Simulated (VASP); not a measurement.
# PtC18 in VASP: further runs, part 2 of 2

VASP 6.6.1. Earlier steps stand in the parts before.

### 3 Single point, PBEsol

Input file INCAR:

```
SYSTEM = PtC18
  PREC = Accurate
  ENCUT = 520
  EDIFF = 1E-7
  ISMEAR = 0
  SIGMA = 0.02
  LREAL = Auto
  LASPH = .True.
  NELM = 100
  ALGO = Fast
  ISIF = 2
  LWAVE = .False.
  LCHARG = .False.
  GGA = PS
  NBANDS = 56
```

Input file KPOINTS:

```
regular mesh
0
Gamma
  2 2 1
  0 0 0
```

Input file POSCAR:

```
PtC18
1.0
    7.3980000000      0.0000000000      0.0000000000
   -3.6990000000      6.4068560000      0.0000000000
    0.0000000000      0.0000000000     12.0000000000
C Pt
18 1
Direct
    0.0032653242     -0.0012987649      0.0799083333
    0.2247122127      0.1094249660      0.0799021667
    0.0032665883      0.3311652392      0.0799064167
    0.2247132523      0.4418866289      0.0799058333
   -0.0001106776      0.6632430946      0.0983065833
    0.2280965090      0.7773511688      0.0982948333
    0.3389848317      0.0015795579      0.0852913333
    0.5578557792      0.1088591659      0.0808325000
    0.3369387865      0.3317694357      0.0785126667
    0.5581908831      0.4423971758      0.0805914167
    0.3389804650      0.6640033739      0.0852845833
    0.5578549401      0.7756044462      0.0808242500
    0.6697854444     -0.0018035367      0.0805884167
    0.8910404658      0.1088184283      0.0785139167
    0.6701250411      0.3317369705      0.0808322500
    0.8889991700      0.4390156420      0.0852984167
    0.6701175817      0.6649888807      0.0808265000
    0.8889951781      0.7765810563      0.0852944167
    1.1140323451      0.7203136765      0.2585846667
```

Potentials or basis: VASP PAW PBE potentials, release 64 (C, Pt).

Command:

```bash
$ cat potpaw_PBE.64/C/POTCAR potpaw_PBE.64/Pt/POTCAR > POTCAR
$ mpirun -np 1 vasp_std > vasp.out
```

OUTCAR:

```text
SYSTEM = PtC18
   PREC = Accurate
   ENCUT = 520
   EDIFF = 1E-7
   ISMEAR = 0
   LREAL = Auto
   LASPH = .True.
   NELM = 100
   ISIF = 2
   GGA = PS

 ion  position               nearest neighbor table
   1  0.003  0.999  0.080-   2 1.42  14 1.42  18 1.42
   2  0.225  0.109  0.080-   1 1.42   9 1.42   7 1.42
   3  0.003  0.331  0.080-   4 1.42  14 1.42  16 1.42
   4  0.225  0.442  0.080-   3 1.42   9 1.42  11 1.42
   5  1.000  0.663  0.098-  16 1.45  18 1.45   6 1.46  19 2.06
   6  0.228  0.777  0.098-   7 1.45  11 1.45   5 1.46  19 2.06
   7  0.339  0.002  0.085-   8 1.40   2 1.42   6 1.45
   8  0.558  0.109  0.081-   7 1.40  13 1.43  15 1.43
   9  0.337  0.332  0.079-  10 1.42   4 1.42   2 1.42
  10  0.558  0.442  0.081-   9 1.42  17 1.43  15 1.43
  11  0.339  0.664  0.085-  12 1.40   4 1.42   6 1.45
  12  0.558  0.776  0.081-  11 1.40  13 1.43  17 1.43
  13  0.670  0.998  0.081-  14 1.42  12 1.43   8 1.43
  14  0.891  0.109  0.079-  13 1.42   1 1.42   3 1.42
  15  0.670  0.332  0.081-  16 1.40  10 1.43   8 1.43
  16  0.889  0.439  0.085-  15 1.40   3 1.42   5 1.45
  17  0.670  0.665  0.081-  18 1.40  10 1.43  12 1.43
[... 211 lines left out ...]
  band No.  band energies     occupation
      1     -20.9449      2.00000
      2     -18.6013      2.00000
      3     -18.3900      2.00000
      4     -18.3151      2.00000
      5     -18.2944      2.00000
      6     -18.2652      2.00000
[... 213 lines left out ...]
     52       3.9781      0.00000
     53       4.8855      0.00000
 [bands above 53 left out]

------------------------ aborting loop because EDIFF is reached ----------------------------------------

  FORCE on cell =-STRESS in cart. coord.  units (eV):
  Direction    XX          YY          ZZ          XY          YZ          ZX
  --------------------------------------------------------------------------------------
  -------------------------------------------------------------------------------------
  Total       -0.2916469      2.4954481      0.1130974     -2.4373933      0.0092091     -0.0011300
  in kB       -0.8215374      7.0294055      0.3185830     -6.8658713      0.0259410     -0.0031830
  external PRESSURE =       2.1754837 kB  Pullay stress =       0.0000000 kB

 VOLUME and BASIS-vectors are now :
 -----------------------------------------------------------------------------
  energy-cutoff  :      520.00
  volume of cell :      568.78
      direct lattice vectors                 reciprocal lattice vectors
     7.398000000  0.000000000  0.000000000     0.135171668  0.078041398  0.000000000
    -3.699000000  6.406856000  0.000000000     0.000000000  0.156082796  0.000000000
     0.000000000  0.000000000 12.000000000     0.000000000  0.000000000  0.083333333

 POSITION                                       TOTAL-FORCE (eV/Angst)
 -----------------------------------------------------------------------------------
     -3.67004      6.39854      0.95890         0.003735     -0.004540      0.001014
      1.25766      0.70107      0.95883        -0.002639     -0.002544      0.001725
     -1.20081      2.12173      0.95888         0.004136     -0.000795     -0.001440
      0.02789      2.83110      0.95887         0.000349      0.000250      0.000024
      4.94385      4.24930      1.17968        -0.039704     -0.018436     -0.063891
     -1.18796      4.98038      1.17954         0.039185      0.019887     -0.054000
[... 11 lines left out ...]
      3.70421      4.97544      1.02353         0.010825      0.007626     -0.000075
     -1.82083      4.61495      3.10302         0.001111     -0.000099      0.122863
 -----------------------------------------------------------------------------------
    total drift:                               -0.000788      0.005566      0.009892

  FREE ENERGIE OF THE ION-ELECTRON SYSTEM (eV)
  ---------------------------------------------------
  free  energy   TOTEN  =      -176.0306557692 eV

  energy  without entropy=     -176.0306557692  energy(sigma->0) =     -176.03065577
```

It took 8 min on 1 thread of Intel Xeon Platinum 8175M at 2.50GHz (Skylake/Cascade Lake), shared host; peak memory 0.6 GiB.

Results:

```yaml
Free_energy: -176.0307 eV
Largest_force: 0.123 eV/Å
Band_gap_on_the_k_mesh: 0.30 eV, direct
```

Forces in eV/Å, atoms in the order of the input:
```
C    0.004 -0.005  0.001
C   -0.003 -0.003  0.002
C    0.004 -0.001 -0.001
C    0.000  0.000  0.000
C   -0.040 -0.018 -0.064
C    0.039  0.020 -0.054
C   -0.010 -0.004 -0.001
C    0.007  0.002 -0.001
C   -0.003 -0.001 -0.003
C    0.001  0.004  0.000
C   -0.002 -0.004 -0.004
C    0.006 -0.003  0.000
C   -0.007  0.001  0.004
C   -0.002  0.007  0.002
C   -0.010 -0.007  0.000
C    0.010  0.010  0.000
C   -0.008 -0.006 -0.003
C    0.011  0.008  0.000
Pt   0.001  0.000  0.123
```

Levels at points of the mesh, in eV from the valence-band top:
```tsv
k point	band 39	band 40	band 41	band 42	band 43	band 44
(0.00, 0.00, 0.00)	-1.23	-0.28	0.00	0.30	0.57	1.00
(0.50, 0.00, 0.00)	-1.10	-1.07	-0.91	0.37	1.80	2.47
(0.00, 0.50, 0.00)	-1.41	-1.00	-0.90	0.55	1.78	2.53
(0.50, 0.50, 0.00)	-1.41	-1.00	-0.90	0.55	1.78	2.53
```

Caveat: the k mesh is coarse (spacing up to 0.49 Å⁻¹), so the values aren't converged; the PAW data sets were made with another functional, which shifts forces and pressure a little; spin-orbit coupling is left out, which moves the levels of the heavy elements. PBEsol gaps usually lie below the measured ones, often by a third to a half.

### 4 Single point, PBEsol

Input file INCAR:

```
PREC = Accurate
ENCUT = 520
EDIFF = 1E-6
ISMEAR = 0
SIGMA = 0.02
LREAL = Auto
LASPH = T
NELM = 80
ALGO = Fast
ISIF = 2
LWAVE = F
LCHARG = F
GGA = PS
NBANDS = 56
```

Input file KPOINTS:

```
regular mesh
0
Gamma
  2 2 1
```

Input file POSCAR:

```
PtC18
1.0
    7.3980000000      0.0000000000      0.0000000000
   -3.6990000000      6.4068560000      0.0000000000
    0.0000000000      0.0000000000     12.0000000000
C Pt
18 1
Direct
    0.0036054414     -0.0015639711      0.0785126948
    0.2248574856      0.1090637725      0.0805914053
    0.0056471674      0.3306700609      0.0852845462
    0.2245215506      0.4422710620      0.0808242640
    0.0056514959      0.6682462006      0.0852913546
    0.2245225213      0.7755258682      0.0808325171
    0.3367916757     -0.0015963532      0.0808322688
    0.5556657790      0.1056823234      0.0852984466
    0.3367842255      0.3316556213      0.0808264767
    0.5556619110      0.4432477465      0.0852943814
    0.3364521150      0.6648631999      0.0805883974
    0.5577071554      0.7754851397      0.0785139156
    0.6699332395     -0.0021681412      0.0799064199
    0.8913799342      0.1085533603      0.0799058319
    0.6665560293      0.3299097192      0.0983065475
    0.8947630979      0.4440177661      0.0982948312
    0.6699319180      0.6653678420      0.0799083056
    0.8913788793      0.7760915599      0.0799021591
    0.7806990779      0.3869804231      0.2585846364
```

Potentials or basis: VASP PAW PBE potentials, release 64 (C, Pt).

Command:

```bash
$ cat potpaw_PBE.64/C/POTCAR potpaw_PBE.64/Pt/POTCAR > POTCAR
$ mpirun -np 1 vasp_std > vasp.out
```

OUTCAR:

```text
PREC = Accurate
   ENCUT = 520
   EDIFF = 1E-6
   ISMEAR = 0
   LREAL = Auto
   LASPH = T
   NELM = 80
   ISIF = 2
   GGA = PS

 ion  position               nearest neighbor table
   1  0.004  0.998  0.079-   2 1.42  14 1.42  18 1.42
   2  0.225  0.109  0.081-   1 1.42   9 1.43   7 1.43
   3  0.006  0.331  0.085-   4 1.40  14 1.42  16 1.45
   4  0.225  0.442  0.081-   3 1.40  11 1.43   9 1.43
   5  0.006  0.668  0.085-   6 1.40  18 1.42  16 1.45
   6  0.225  0.776  0.081-   5 1.40  11 1.43   7 1.43
   7  0.337  0.998  0.081-   8 1.40   2 1.43   6 1.43
   8  0.556  0.106  0.085-   7 1.40  13 1.42  15 1.45
   9  0.337  0.332  0.081-  10 1.40   2 1.43   4 1.43
  10  0.556  0.443  0.085-   9 1.40  17 1.42  15 1.45
  11  0.336  0.665  0.081-  12 1.42   4 1.43   6 1.43
  12  0.558  0.775  0.079-  11 1.42  17 1.42  13 1.42
  13  0.670  0.998  0.080-  14 1.42  12 1.42   8 1.42
  14  0.891  0.109  0.080-  13 1.42   1 1.42   3 1.42
  15  0.667  0.330  0.098-   8 1.45  10 1.45  16 1.46  19 2.06
  16  0.895  0.444  0.098-   5 1.45   3 1.45  15 1.46  19 2.06
  17  0.670  0.665  0.080-  18 1.42  12 1.42  10 1.42
  18  0.891  0.776  0.080-  17 1.42   1 1.42   5 1.42
  19  0.781  0.387  0.259-  16 2.06  15 2.06

  LATTYP: Found a hexagonal cell.
 ALAT       =     7.3980000000
 C/A-ratio  =     1.6220600162

  Lattice vectors:

 A1 = (   7.3980000000,   0.0000000000,   0.0000000000)
 A2 = (  -3.6990000000,   6.4068560000,   0.0000000000)
 A3 = (   0.0000000000,   0.0000000000,  12.0000000000)

Analysis of symmetry for initial positions (statically):
=====================================================================
 Subroutine PRICEL returns:
 Original cell was already a primitive cell.

 Routine SETGRP: Setting up the symmetry group for a
 hexagonal supercell.

 Subroutine GETGRP returns: Found  1 space group operations
 (whereof  1 operations were pure point group operations)
 out of a pool of 24 trial point group operations.

The static configuration has the point symmetry C_1 .

Analysis of symmetry for dynamics (positions and initial velocities):
=====================================================================
 Subroutine PRICEL returns:
 Original cell was already a primitive cell.

 Routine SETGRP: Setting up the symmetry group for a
 hexagonal supercell.

 Subroutine GETGRP returns: Found  1 space group operations
 (whereof  1 operations were pure point group operations)
 out of a pool of 24 trial point group operations.

The dynamic configuration has the point symmetry C_1 .

 Subroutine INISYM returns: Found  1 space group operations
 (whereof  1 operations are pure point group operations),
 and found     1 'primitive' translations

----------------------------------------------------------------------------------------

                                     Primitive cell

  volume of cell :     568.7750

  direct lattice vectors                    reciprocal lattice vectors
     7.398000000  0.000000000  0.000000000     0.135171668  0.078041398  0.000000000
    -3.699000000  6.406856000  0.000000000     0.000000000  0.156082796  0.000000000
     0.000000000  0.000000000 12.000000000     0.000000000  0.000000000  0.083333333

[... 75 lines left out ...]
  0.500000  0.000000  0.000000      1.000000
  0.000000  0.500000  0.000000      1.000000
  0.500000  0.500000  0.000000      1.000000
   k-points           NKPTS =      4   k-points in BZ     NKDIM =      4   number of bands    NBANDS=     56
   number of dos      NEDOS =    301   number of ions     NIONS =     19
   total plane-waves  NPLWV = 282240
   dimension x,y,z NGX =    56 NGY =   56 NGZ =   90
   dimension x,y,z NGXF=   112 NGYF=  112 NGZF=  180
   ions per type =              18   1
   NGX,Y,Z   is equivalent  to a cutoff of  12.58, 12.58, 12.47 a.u.
   NGXF,Y,Z  is equivalent  to a cutoff of  25.17, 25.17, 24.94 a.u.
 SYSTEM =  unknown system
   PREC   = accura    normal or accurate (medium, high low for compatibility)
   ISTART =      0    job   : 0-new  1-cont  2-samecut
   ICHARG =      2    charge: 1-file 2-atom 10-const
   ISPIN  =      1    spin polarized calculation?
   LNONCOLLINEAR =      F non collinear calculations
   LSORBIT =      F    spin-orbit coupling
   LASPH  =      T    aspherical Exc in radial PAW
   ENCUT  =  520.0 eV  38.22 Ry    6.18 a.u.  13.76 13.76 22.31*2*pi/ulx,y,z
   NELM   =     80;   NELMIN=  2; NELMDL= -5     # of ELM steps
   EDIFF  = 0.1E-05   stopping-criterion for ELM
   LREAL  =      T    real-space projection
   EDIFFG = 0.1E-04   stopping-criterion for IOM
   NSW    =      0    number of steps for IOM
   IBRION =     -1    ionic relax: 0-MD 1-quasi-New 2-CG
   NFREE  =      0    steps in history (QN), initial steepest desc. (CG)
   ISIF   =      2    stress and relaxation
   ISYM   =      2    0-nonsym 1-usesym 2-fastsym
   POTIM  = 0.5000    time-step for ionic-motion
   TEBEG  =    0.0;   TEEND  =   0.0 temperature during run
   PSTRESS=    0.0 pullay stress
   NELECT =      82.0000    total number of electrons
   NUPDOWN=      -1.0000    fix difference up-down
   EMIN   =  10.00;   EMAX   =-10.00  energy-range for DOS
   EFERMI =   0.00;   METHOD = LEGACY
   ISMEAR =     0;   SIGMA  =   0.02  broadening in eV -4-tet -1-fermi 0-gaus
   EFERMI_NEDOS =   21; number of points for ismear=-14 and -15
   IALGO  =     68    algorithm
   IMIX   =      4    mixing-type and parameters
     AMIX     =   0.40;   BMIX     =  1.00
     AMIX_MAG =   1.60;   BMIX_MAG =  1.00
  volume/ion in A,a.u.               =      29.94       202.01
  Fermi-wavevector in a.u.,A,eV,Ry     =   0.858419  1.622176 10.025902  0.736883
  Thomas-Fermi vector in A             =   1.975621
   LORBIT       =      0    0 simple, 1 ext, 2 COOP (PROOUT), +10 PAW based schemes
   GGA     = PS    functional components
   LHFCALC =     F    Hartree Fock is set to
   AEXX    =    0.0000 exact exchange contribution
   IVDW    =     0    specifies the selected vdW correction
   LEPSILON=     F    determine dielectric tensor
   LRPA    =     F    only Hartree local field effects (RPA)
 non-spin polarized calculation
 RMM-DIIS sequential band-by-band and
 Gauss-broadening in eV      SIGMA  =   0.02
  energy-cutoff  :      520.00
  volume of cell :      568.78
 maximum number of plane-waves:     15363
 NGX is ok and might be reduce to    56
   NGX = 27   NGY = 27   NGZ = 45

 number of electron      81.9999998 magnetization

 Free energy of the ion-electron system (eV)
  ---------------------------------------------------
  ext. energy  EPLUGINS =         0.00000000
  ---------------------------------------------------
  free energy    TOTEN  =      -176.03068461 eV

  energy without entropy =     -176.03068461  energy(sigma->0) =     -176.03068461

 E-fermi :  -1.2688     XC(G=0):  -4.1831

 val. band max:       -1.4127916612   @ k =   0.0000   0.0000   0.0000
 cond. band min:      -1.1117568429   @ k =   0.0000   0.0000   0.0000
 fundamental gap:      0.3010348183
 Fermi energy:        -1.2688051195

 k-point     1 :       0.0000    0.0000    0.0000
  band No.  band energies     occupation
      1     -20.9449      2.00000
      2     -18.6013      2.00000
      3     -18.3900      2.00000
      4     -18.3151      2.00000
      5     -18.2944      2.00000
      6     -18.2651      2.00000
[... 213 lines left out ...]
     52       3.9683      0.00000
     53       4.8690      0.00000
 [bands above 53 left out]

------------------------ aborting loop because EDIFF is reached ----------------------------------------

  FORCE on cell =-STRESS in cart. coord.  units (eV):
  Direction    XX          YY          ZZ          XY          YZ          ZX
  --------------------------------------------------------------------------------------
  -------------------------------------------------------------------------------------
  Total       -0.2894433      2.5019588      0.1198872     -2.4389459     -0.0100758     -0.0089989
  in kB       -0.8153301      7.0477452      0.3377091     -6.8702448     -0.0283824     -0.0253490
  external PRESSURE =       2.1900414 kB  Pullay stress =       0.0000000 kB

 VOLUME and BASIS-vectors are now :
 -----------------------------------------------------------------------------
  energy-cutoff  :      520.00
  volume of cell :      568.78
      direct lattice vectors                 reciprocal lattice vectors
     7.398000000  0.000000000  0.000000000     0.135171668  0.078041398  0.000000000
    -3.699000000  6.406856000  0.000000000     0.000000000  0.156082796  0.000000000
     0.000000000  0.000000000 12.000000000     0.000000000  0.000000000  0.083333333

 POSITION                                       TOTAL-FORCE (eV/Angst)
 -----------------------------------------------------------------------------------
     -3.66654      6.39684      0.94215        -0.002745     -0.005037     -0.002157
      1.26007      0.69876      0.96710         0.004349     -0.002792      0.004369
     -1.18137      2.11856      1.02341        -0.010903     -0.003988     -0.000842
      0.02505      2.83357      0.96989         0.014090      0.008330     -0.001588
     -2.43003      4.28136      1.02350        -0.005892     -0.008914     -0.002718
     -1.20765      4.96868      0.96999         0.005964      0.005373     -0.001288
[... 11 lines left out ...]
      3.72366      4.97231      0.95883        -0.001009     -0.000109      0.003781
      4.34417      2.47933      3.10302        -0.002629     -0.000916      0.121130
 -----------------------------------------------------------------------------------
    total drift:                                0.000962     -0.006125      0.026018

  FREE ENERGIE OF THE ION-ELECTRON SYSTEM (eV)
  ---------------------------------------------------
  free  energy   TOTEN  =      -176.0306846098 eV

  energy  without entropy=     -176.0306846098  energy(sigma->0) =     -176.03068461
```

Wall time 5.7 min (1 thread of Intel Xeon Platinum 8175M at 2.50GHz (Skylake/Cascade Lake), shared host); peak memory 0.62 GiB.

Results:

```
Free energy            : -176.0307 eV
Largest force          : 0.121 eV/Å
Band gap on the k mesh : 0.30 eV, direct
```

Forces on the atoms (eV/Å):
```
C   -0.003 -0.005 -0.002
C    0.004 -0.003  0.004
C   -0.011 -0.004 -0.001
C    0.014  0.008 -0.002
C   -0.006 -0.009 -0.003
C    0.006  0.005 -0.001
C   -0.008 -0.005  0.002
C    0.000  0.012 -0.004
C   -0.002  0.001  0.000
C    0.004  0.003 -0.002
C    0.002 -0.008  0.004
C    0.005  0.002 -0.004
C    0.003  0.005  0.000
C   -0.004  0.001  0.005
C   -0.041 -0.025 -0.056
C    0.040  0.021 -0.061
C    0.000  0.000 -0.004
C   -0.001  0.000  0.004
Pt  -0.003 -0.001  0.121
```

Caveat: the k mesh is coarse (spacing up to 0.49 Å⁻¹), so the values aren't converged; the PAW data sets were made with another functional, which shifts forces and pressure a little; spin-orbit coupling is left out, which moves the levels of the heavy elements. As with any semilocal functional, this PBEsol gap is likely too small.
